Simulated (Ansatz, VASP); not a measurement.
# MoSeS: VASP beside Ansatz, part 3 of 3

One calculation is typed for both programs; each brings its own data sets. How far apart do they land? The cell is taken from a series of runs on this material, whose earlier steps may have relaxed, scaled, displaced or heated it; both programs get it as it stands.

VASP 6.6.1 and Ansatz 0.2.0.

So far: The structure; Ansatz: zone-centre phonons, PBEsol, pair 1; VASP: zone-centre phonons, PBEsol, pair 1; Differences.

### Step 5. Ansatz: zone-centre phonons, PBEsol, pair 2

Level of this step: Ansatz beside VASP: Kohn-Sham DFT, plane waves, PBEsol (Ansatz).

Second derivatives magnify differences that forces hide, and they need a tight electronic threshold.

The cell is taken from a series of runs on this material, whose earlier steps may have relaxed, scaled, displaced or heated it; both programs get it as it stands.

The input, input.yaml:

```yaml
crystal:
  lattice:
    - [3.2031081881, 0.0, 0.0]
    - [-1.601554094, 2.912671715, 0.0]
    - [0.0, 0.0, 30.4]
  atoms:
    - { symbol: Mo, position: [0.33511537, 0.6702307399, 0.3297327555] }
    - { symbol: S, position: [0.6656731824, 0.3313463648, 0.37897497] }
    - { symbol: Se, position: [0.6658781144, 0.3317562287, 0.2748449062] }
  periodic: [true, true, false]
kpoints:
  mp_grid: { grid: [12, 12, 1] }
hamiltonian:
  xc: pbesol
  pseudopotentials: { kind: paw, azcp: { folder: soft_1 }, xc_functional: pbe }
scf:
  occupations: { method: fixed }
output:
  eigenvalues: true
phonons:
  method: dfpt
```

The run is started by

```console
$ ansatz run input.yaml --threads 4 --pin off --max-ram 16384MiB --backend cpu --events-out ev --progress --plain --runs-dir out
```

Numbers of over 12 decimals in the logs are rounded to 6 here.

The log of the run:

```text
[...]
Crystal: 3 atoms, lattice volume = 283.620 Å³
Basis set: ecut = 420 eV, 5637 PW (Γ), exchange–correlation on 48×48×432 points (8 copies of the dense FFT grid, shifted against one another)
Bands: 22, of which v1, the nominal top of the filled ones, is band 18 counted from 1 (17 counted from 0)
Symmetry: 2 space group operations
k-points: 43 of 144 (time reversal used)
[...]
k-point 2: bands = [... 14 lower, -7.9146, -7.2214, -6.8802, -5.9502, -3.6939, -3.2342, -2.8559, -2.3133]
  k-point 42: bands = [... 14 lower, -8.9096, -8.4744, -7.1937, -6.3501, -3.7399, -3.0453, -2.8119, -1.3963]
[...]
ASR residual: 1.912e-4 → 0.000e0 eV/Å²; symmetrization residual: 1.309e-5 eV/Å²
  ASR residual per site (eV/Å²): 1.91e-4 1.21e-4 1.06e-4
  Γ frequencies (cm⁻¹): 0.00 0.00 0.00 199.81 205.34 288.65 337.25 348.66 431.24
[...]
[key lines of the parts left out:]
SCF converged after 16 iterations
Free energy (F): -11209.004289 eV
Fermi energy:    -5.584917 eV
```

### Step 6. VASP: zone-centre phonons, PBEsol, pair 2

The same cell, functional and mesh now go to VASP, with its own data sets.

The input, INCAR:

```
SYSTEM = MoSeS
PREC = Accurate
ENCUT = 500
EDIFF = 1E-08
NELM = 120
ISMEAR = 0
SIGMA = 0.01
LREAL = .FALSE.
ALGO = Normal
GGA = PS
NBANDS = 19
LASPH = .TRUE.
LORBIT = 11
LWAVE = .FALSE.
LCHARG = .FALSE.
ISIF = 2
IBRION = 8
GGA_COMPAT = .FALSE.
EFERMI = MIDGAP
NELMDL = -8
KPAR = 2
```

The input, POSCAR:

```
MoSeS
1.0
    3.2031081881      0.0000000000      0.0000000000
   -1.6015540940      2.9126717150      0.0000000000
    0.0000000000      0.0000000000     30.4000000000
Mo S Se
1 1 1
Direct
    0.3351153700      0.6702307399      0.3297327555
    0.6656731824      0.3313463648      0.3789749700
    0.6658781144      0.3317562287      0.2748449062
```

The input, KPOINTS:

```
Automatic mesh
0
Gamma
12 12 1
0 0 0
```

Potentials, in the order of the species: Mo_sv, S and Se (PBE family, release 64).

The run is started by

```console
$ mpirun -np 2 vasp_std
```

The log of the run:

```text
[banner, memory and clock lines left out]
running    2 mpi-ranks, on    1 nodes
[...]
[... a notice as in an earlier step ...]

 LDA part: xc-table for (Slater+PW92), standard interpolation
 POSCAR, INCAR and KPOINTS ok, starting setup
[...]
entering main loop
       N       E                     dE             d eps       ncg     rms          rms(c)
DAV:   1     0.144052439965E+03    0.14405E+03   -0.12417E+04  2322   0.982E+02
DAV:   2    -0.103626079063E+02   -0.15442E+03   -0.15083E+03  2318   0.206E+02
DAV:   3    -0.236075421703E+02   -0.13245E+02   -0.13192E+02  2333   0.553E+01
DAV:   4    -0.237642136871E+02   -0.15667E+00   -0.15602E+00  2140   0.668E+00
[...]
DAV:  29    -0.224039977019E+02   -0.89615E-07    0.42960E-10  1373   0.687E-05    0.310E-05
DAV:  30    -0.224039977189E+02   -0.16962E-07    0.82172E-10  1156   0.316E-05    0.127E-05
DAV:  31    -0.224039977238E+02   -0.49768E-08    0.83938E-10  1066   0.188E-05
   1 F= -.22403998E+02 E0= -.22403998E+02  d E =0.000000E+00
[...]
RMM:   9    -0.705005164089E-01   -0.27656E-06   -0.48310E-09  3016   0.145E-04    0.382E-05
RMM:  10    -0.705004814240E-01    0.34985E-07    0.16985E-09  3053   0.515E-05    0.116E-05
RMM:  11    -0.705004714897E-01    0.99343E-08   -0.20410E-09  3094   0.206E-05    0.410E-06
 first order change of Fermi-energy  -0.73069E-01
 force on displaced ion       3 direction 2 :  -0.000  -8.175  -0.641
 Linear response progress:
  Degree of freedom:   9/  9
       N       E                     dE             d eps       ncg     rms          rms(c)
RMM:   1    -0.137765194859E+00   -0.13777E+00   -0.62476E-03  4128   0.136E+00
RMM:   2    -0.128919489984E+00    0.88457E-02   -0.76513E-03  2724   0.395E-01    0.239E-01
RMM:   3    -0.128842990178E+00    0.76500E-04   -0.10036E-03  2687   0.134E-01    0.196E-01
RMM:   4    -0.128906220571E+00   -0.63230E-04   -0.29290E-04  2567   0.976E-02    0.505E-02
[...]
RMM:  17    -0.128908078401E+00   -0.24177E-07   -0.51611E-08  2977   0.267E-05    0.322E-06
RMM:  18    -0.128908091763E+00   -0.13361E-07   -0.52404E-09  2997   0.250E-05    0.193E-06
RMM:  19    -0.128908094150E+00   -0.23868E-08   -0.17629E-08  2857   0.153E-05    0.135E-06
 first order change of Fermi-energy  -0.80508E+00
 force on displaced ion       3 direction 3 :  -0.000  -0.641 -15.510
 Linear response finished
```

Parts of OUTCAR (step 6):

```text
  Total       -0.6979813     -3.1566329      0.0669645     -0.0000000      0.0052985      0.0000000
  in kB       -3.9429171    -17.8319128      0.3782842     -0.0000000      0.0299314      0.0000000
  external PRESSURE =      -7.1321819 kB  Pullay stress =       0.0000000 kB

 POSITION                                       TOTAL-FORCE (eV/Angst)
 -----------------------------------------------------------------------------------
      0.00000      1.95216     10.02388         0.000000      0.002003      0.041405
      1.60155      0.96510     11.52084         0.000000      0.000617      0.004399
      1.60155      0.96630      8.35529        -0.000000     -0.002621     -0.045804
 -----------------------------------------------------------------------------------
    total drift:                               -0.000000      0.000178     -0.000410

[... 1 part as in an earlier step ...]

[... 1 further part left out ...]
```

### Step 7. Differences

What differs besides the data sets and the points named for the pairs above, as far as they apply: the data sets hold 36 valence electrons in Ansatz (on its PAW soft_1 files) and 26 in VASP. Total energies have different zeros and are not compared.

Both answers:

| quantity | Ansatz | VASP | difference |
| --- | --- | --- | --- |
| optical mode 1 (cm⁻¹) | 199.8 | 200.3 | -0.23 % |
| optical mode 2 (cm⁻¹) | 205.3 | 205.7 | -0.15 % |
| optical mode 3 (cm⁻¹) | 288.6 | 289.7 | -0.37 % |
| optical mode 4 (cm⁻¹) | 337.2 | 337.2 | +0.01 % |
| optical mode 5 (cm⁻¹) | 348.7 | 348.6 | +0.03 % |
| optical mode 6 (cm⁻¹) | 431.2 | 431.3 | -0.01 % |

Modes are paired by rising frequency, not by their patterns, so a pair may set unlike modes beside each other; they are those without the splitting of longitudinal modes. Where the cell holds vacuum, a pressure given here is an average over it and none of the material.

### Step 8. Results

```
r.m.s. difference of the optical zone-centre modes, each program's sorted by frequency (zone-centre phonons, PBEsol, pair 1) : 0.52 cm⁻¹
r.m.s. difference of the optical zone-centre modes, each program's sorted by frequency (zone-centre phonons, PBEsol, pair 2) : 0.50 cm⁻¹
```

In words: The r.m.s. difference of the optical zone-centre modes, each program's sorted by frequency is 0.52 cm⁻¹ (zone-centre phonons, PBEsol, pair 1). The data sets hold unlike numbers of valence electrons (36 in Ansatz and 26 in VASP), so part of the differences may come from the potentials. How closely two codes agree says nothing of how well the functional describes the real material.

[Lines on the potential files, build, host, timing and source positions are cut from VASP's logs without a mark.]

[Logs are printed without paths, hosts, clocks, repeated set-up lines and the standing remarks that a program may print on its own settings, such as how far it seeks lower states.]

[Hosts, paths, dates, database ids (printed as entryN), source tags and the programs' standing remarks are cut or masked in the printed files.]
